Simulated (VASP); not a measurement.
Output of a VASP run:

OSZICAR:
```
       N       E                     dE             d eps       ncg     rms          rms(c)
DAV:   1     0.220933192351E+03    0.22093E+03   -0.13208E+04  1924   0.109E+03
DAV:   2    -0.133118434939E+02   -0.23425E+03   -0.22971E+03  2178   0.258E+02
DAV:   3    -0.341049834041E+02   -0.20793E+02   -0.20557E+02  2408   0.844E+01
DAV:   4    -0.347350858339E+02   -0.63010E+00   -0.62839E+00  2450   0.178E+01
DAV:   5    -0.347595034454E+02   -0.24418E-01   -0.24414E-01  2984   0.331E+00    0.710E+00
DAV:   6    -0.343507814398E+02    0.40872E+00   -0.58762E-01  2644   0.723E+00    0.436E+00
DAV:   7    -0.342316574178E+02    0.11912E+00   -0.44711E-01  2484   0.381E+00    0.911E-01
DAV:   8    -0.342283149838E+02    0.33424E-02   -0.38003E-02  2554   0.176E+00    0.558E-01
DAV:   9    -0.342294496957E+02   -0.11347E-02   -0.48162E-03  2178   0.424E-01    0.967E-02
DAV:  10    -0.342294350064E+02    0.14689E-04   -0.23679E-04  2812   0.130E-01    0.634E-02
DAV:  11    -0.342295000630E+02   -0.65057E-04   -0.97699E-05  2098   0.544E-02    0.255E-02
DAV:  12    -0.342295032746E+02   -0.32116E-05   -0.10594E-05  2912   0.281E-02    0.108E-02
DAV:  13    -0.342295040458E+02   -0.77120E-06   -0.14744E-06  2104   0.905E-03    0.347E-03
DAV:  14    -0.342295039989E+02    0.46914E-07   -0.44300E-07  2112   0.434E-03
   1 F= -.34229504E+02 E0= -.34229504E+02  d E =0.000000E+00
```

### OUTCAR
```
------------------------ aborting loop because EDIFF is reached ----------------------------------------
  FORCE on cell =-STRESS in cart. coord.  units (eV):
  Direction    XX          YY          ZZ          XY          YZ          ZX
  --------------------------------------------------------------------------------------
  Total       -0.0028449     -0.0028449     -0.0145080      0.0206331     -0.0000000     -0.0000000
  in kB       -0.0186446     -0.0186446     -0.0950798      0.1352213     -0.0000000     -0.0000000
  external PRESSURE =      -0.0441230 kB  Pullay stress =       0.0000000 kB
  volume of cell :      244.47
      direct lattice vectors                 reciprocal lattice vectors
     0.000254154  6.254389276  6.249710795    -0.079947105  0.079947105  0.080003702
     6.254389276  0.000254154  6.249710795     0.079947105 -0.079947105  0.080003702
     3.127321715  3.127321715  0.000000000     0.159881216  0.159881216 -0.160007404
 POSITION                                       TOTAL-FORCE (eV/Angst)
 -----------------------------------------------------------------------------------
      6.25464      6.25464     12.49073        -0.000000     -0.000000     -0.002008
      1.56366      1.56366      1.66634         0.000000      0.000000      0.008478
      4.64002      1.61462      4.63648        -0.003456      0.003456      0.005892
      1.61462      4.64002      4.63648         0.003456     -0.003456      0.005892
      4.69098      4.69098      7.81118        -0.000000     -0.000000     -0.004514
      6.26057      9.37603      9.37600        -0.002333      0.002333     -0.004527
      9.37603      6.26057      9.37600         0.002333     -0.002333     -0.004527
      6.25464      6.25464      6.25419        -0.000000     -0.000000     -0.004686
 -----------------------------------------------------------------------------------
    total drift:                                0.000001      0.000001     -0.000379
  FREE ENERGIE OF THE ION-ELECTRON SYSTEM (eV)
  ---------------------------------------------------
  free  energy   TOTEN  =       -34.2295039989 eV

  energy  without entropy=      -34.2295039989  energy(sigma->0) =      -34.22950400

 total charge

# of ion       s       p       d       tot
------------------------------------------
    1        0.867   0.751   9.866  11.484
    2        1.123   1.390   0.023   2.536
    3        1.120   1.388   0.022   2.530
    4        1.120   1.388   0.022   2.530
    5        1.116   1.384   0.021   2.522
    6        0.416   0.345   0.000   0.761
    7        0.416   0.345   0.000   0.761
    8        0.416   0.340   0.000   0.756
--------------------------------------------------
tot          6.594   7.332   9.954  23.880

 Electric field gradients after diagonalization (V/A^2)
 (convention: |V_zz| > |V_xx| > |V_yy|)
----------------------------------------------------------------------
 ion       V_xx      V_yy      V_zz     asymmetry (V_yy - V_xx)/ V_zz
----------------------------------------------------------------------
   1      -7.286    -0.135     7.421       0.964
   2      24.902     5.550   -30.452       0.636
   3     -16.962   -13.660    30.622       0.108
   4     -16.962   -13.660    30.622       0.108
   5       1.007     0.096    -1.103       0.826
   6      -1.445    -0.955     2.401       0.204
   7      -1.445    -0.955     2.401       0.204
   8       1.488     0.061    -1.548       0.921
```
(Selected blocks of OUTCAR.)

**POSCAR**
```
Al3InSb4
1
    0.0002541544     6.2543892755     6.2497107954
    6.2543892755     0.0002541544     6.2497107954
    3.1273217149     3.1273217149     0.0000000000
In Sb Al
1 4 3
Direct
  0.9993042952   0.9993042952   0.0013914095
  0.1333133881   0.1333133881   0.2333732238
  0.1290632785   0.6128074866   0.2581292349
  0.6128074866   0.1290632785   0.2581292349
  0.6249233691   0.6249233691   0.2501532618
  0.9991867948   0.5010427813   0.9997704240
  0.5010427813   0.9991867948   0.9997704240
  0.5003586063   0.5003586063   0.9992827874
```

Task: Write an INCAR and KPOINTS that could have produced this output.

Result: This is not unique; one that fits is the input of the run itself, PBEsol GGA, plane waves, VASP's PBE PAW potentials (set 64).

KPOINTS:
```
K-points
0
G
  4 4 7
0 0 0
```

INCAR:
```
EDIFF=1E-7   # SCF stop (eV)
NEDOS=601   # DOS grid
GGA=PS
LMAXMIX=4
LEFG=.True.
LASPH=.True.   # aspherical one-centre terms
ISIF=2
LCHARG=.True.
LREAL=.False.   # projection in real space or not
LORBIT=11   # lm-projected
ALGO=Normal
NELM=100   # most electronic steps
LWAVE=.False.
ISMEAR=-5   # tetrahedra, Bloechl
ENCUT=400   # plane-wave cut-off (eV)
SYSTEM=Al3InSb4
PREC=Accurate
```

POTCAR, in this order: In_d Sb Al (PBE.64 set). Program: vasp_std.

The structure was generated: Al3InSb4 was put into an ordered model structure (Amm2), which need not be its known phase. It was relaxed first.
